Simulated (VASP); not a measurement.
```
TiO2
1.0
    4.61185     0.00000     0.00000
    0.00000     4.61185     0.00000
    0.00000     0.00000     2.95938
Ti O
2 4
Direct
  0.00000   0.00000   0.00000
  0.50000   0.50000   0.50000
  0.30404   0.30404   0.00000
  0.80404   0.19596   0.50000
  0.19596   0.80404   0.50000
  0.69596   0.69596   0.00000
```

The numbers are results of optB86b-vdW, VASP's PBE PAW potentials (set 64) (plane waves; VASP), not measurements. Run with 520 eV cut-off, Gaussian smearing of 0.050 eV, potentials Ti_sv O.

**Question.** Give the energies of bands 14 to 27 at the high-symmetry points, in eV from the valence-band maximum.

**Answer.** 
```tsv
band	Γ	X	M	Z	R	A
14	-5.30	-4.87	-5.48	-4.46	-5.01	-4.70
15	-4.90	-3.71	-3.84	-3.69	-3.98	-4.53
16	-3.77	-3.71	-3.84	-3.69	-3.98	-4.53
17	-3.77	-3.23	-2.84	-3.59	-3.26	-3.51
18	-2.56	-3.23	-2.84	-3.59	-3.26	-3.51
19	-2.56	-3.05	-2.19	-2.77	-2.37	-2.74
20	-1.97	-3.05	-2.19	-2.77	-2.37	-2.74
21	-0.70	-1.63	-1.30	-2.36	-2.02	-1.29
22	-0.46	-1.63	-1.30	-2.36	-2.02	-1.29
23	-0.46	-0.74	-1.09	-1.43	-1.04	-0.68
24	0.00	-0.74	-1.09	-1.43	-1.04	-0.68
25	1.81	2.46	1.84	2.91	1.86	2.54
26	2.09	2.46	1.84	2.91	1.86	2.54
27	2.34	2.96	2.46	3.13	3.15	3.14
```

The gap is direct, 1.81 eV, from the valence maximum at Γ to the conduction minimum at Γ.

The compound is TiO2 in the rutile structure. It was relaxed first.
